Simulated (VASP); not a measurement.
OSZICAR of a VASP run on ZnS (wurtzite):

OSZICAR:
```
       N       E                     dE             d eps       ncg     rms          rms(c)
DAV:   1     0.238783487899E+03    0.23878E+03   -0.17720E+04  1056   0.203E+03
DAV:   2     0.833011032510E+01   -0.23045E+03   -0.22436E+03  1086   0.384E+02
DAV:   3    -0.138665222624E+02   -0.22197E+02   -0.22112E+02  1254   0.122E+02
DAV:   4    -0.143738042733E+02   -0.50728E+00   -0.50662E+00  1260   0.190E+01
DAV:   5    -0.143830583872E+02   -0.92541E-02   -0.92528E-02  1292   0.251E+00    0.116E+01
DAV:   6    -0.134987611836E+02    0.88430E+00   -0.20905E+00  1586   0.457E+01    0.878E+00
DAV:   7    -0.135377036209E+02   -0.38942E-01   -0.22933E+00  1146   0.887E+00    0.357E+00
DAV:   8    -0.135120056947E+02    0.25698E-01   -0.11117E-01  1416   0.432E+00    0.129E+00
DAV:   9    -0.135117510409E+02    0.25465E-03   -0.32648E-02  1482   0.251E+00    0.337E-01
DAV:  10    -0.135118274346E+02   -0.76394E-04   -0.11594E-03  1188   0.512E-01    0.217E-01
DAV:  11    -0.135120491045E+02   -0.22167E-03   -0.36842E-04  1218   0.143E-01    0.106E-01
DAV:  12    -0.135120387729E+02    0.10332E-04   -0.70523E-05  1610   0.170E-01    0.207E-02
DAV:  13    -0.135120427588E+02   -0.39860E-05   -0.13617E-05  1206   0.262E-02    0.882E-03
DAV:  14    -0.135120435983E+02   -0.83948E-06   -0.11197E-06  1212   0.887E-03    0.220E-03
DAV:  15    -0.135120435091E+02    0.89268E-07   -0.12811E-07   876   0.551E-03
   1 F= -.14831419E+02 E0= -.14831419E+02  d E =-.148314E+02
       N       E                     dE             d eps       ncg     rms          rms(c)
DAV:   1    -0.135127441242E+02   -0.70053E-03   -0.31494E-02  1080   0.131E+00    0.144E-01
DAV:   2    -0.135124160178E+02    0.32811E-03   -0.98830E-04  1448   0.459E-01    0.853E-02
DAV:   3    -0.135122482938E+02    0.16772E-03   -0.23074E-04  1232   0.188E-01    0.234E-02
DAV:   4    -0.135122464983E+02    0.17955E-05   -0.77707E-05  1176   0.748E-02    0.138E-02
DAV:   5    -0.135122465674E+02   -0.69085E-07   -0.55420E-06  1248   0.256E-02    0.897E-03
DAV:   6    -0.135122464572E+02    0.11014E-06   -0.79490E-07  1360   0.142E-02    0.138E-03
DAV:   7    -0.135122464726E+02   -0.15403E-07   -0.21945E-07   788   0.436E-03
   2 F= -.14831676E+02 E0= -.14831676E+02  d E =-.256248E-03
       N       E                     dE             d eps       ncg     rms          rms(c)
DAV:   1    -0.135151113258E+02   -0.28649E-02   -0.17368E-01  1062   0.307E+00    0.338E-01
DAV:   2    -0.135132987746E+02    0.18126E-02   -0.54887E-03  1436   0.108E+00    0.200E-01
DAV:   3    -0.135123786561E+02    0.92012E-03   -0.12703E-03  1250   0.441E-01    0.556E-02
DAV:   4    -0.135123676449E+02    0.11011E-04   -0.42802E-04  1140   0.176E-01    0.322E-02
DAV:   5    -0.135123681759E+02   -0.53091E-06   -0.31482E-05  1242   0.611E-02    0.210E-02
DAV:   6    -0.135123675437E+02    0.63217E-06   -0.44089E-06  1366   0.333E-02    0.309E-03
DAV:   7    -0.135123676712E+02   -0.12753E-06   -0.12596E-06  1162   0.100E-02    0.356E-03
DAV:   8    -0.135123676761E+02   -0.48976E-08   -0.46215E-08   558   0.395E-03
   3 F= -.14831910E+02 E0= -.14831910E+02  d E =-.490775E-03
       N       E                     dE             d eps       ncg     rms          rms(c)
DAV:   1    -0.135122060894E+02    0.16158E-03   -0.65526E-02  1074   0.181E+00    0.127E-01
DAV:   2    -0.135123603818E+02   -0.15429E-03   -0.17885E-03  1230   0.366E-01    0.417E-02
DAV:   3    -0.135123449322E+02    0.15450E-04   -0.28105E-05  1278   0.491E-02    0.301E-02
DAV:   4    -0.135123366673E+02    0.82650E-05   -0.32308E-05  1226   0.499E-02    0.801E-03
DAV:   5    -0.135123372240E+02   -0.55670E-06   -0.10291E-05  1148   0.297E-02    0.744E-03
DAV:   6    -0.135123372244E+02   -0.42201E-09   -0.36288E-07  1176   0.861E-03
   4 F= -.14831910E+02 E0= -.14831910E+02  d E =0.137206E-06
       N       E                     dE             d eps       ncg     rms          rms(c)
DAV:   1    -0.135123679911E+02   -0.30767E-04   -0.16989E-02  1074   0.923E-01    0.619E-02
DAV:   2    -0.135124077601E+02   -0.39769E-04   -0.46113E-04  1230   0.187E-01    0.220E-02
DAV:   3    -0.135124036914E+02    0.40686E-05   -0.72740E-06  1260   0.248E-02    0.161E-02
DAV:   4    -0.135124013887E+02    0.23028E-05   -0.89030E-06  1226   0.261E-02    0.427E-03
DAV:   5    -0.135124015362E+02   -0.14751E-06   -0.27687E-06  1134   0.153E-02    0.363E-03
DAV:   6    -0.135124015357E+02    0.51341E-09   -0.70570E-08   598   0.425E-03
   5 F= -.14831958E+02 E0= -.14831958E+02  d E =-.476985E-04
```

Question: Which electronic solver shows in the log?

Answer: It is blocked Davidson (ALGO = Normal, or the opening steps of other solvers). The INCAR had ALGO = Normal.

Question: Can the final energy be trusted as converged?

Answer: The run converged. It stopped with EDIFF = 1E-7, NELM = 100, NSW = 30 and EDIFFG = -0.01 after 5 ionic steps (PBE GGA with D4 dispersion, plane waves, VASP's PBE PAW potentials (set 64)).

The compound is ZnS in the wurtzite structure, the high-temperature form. This cell is one point of a volume scan, at 0.94 of the reference volume. Symmetry was kept, so distortions that lower it aren't found.
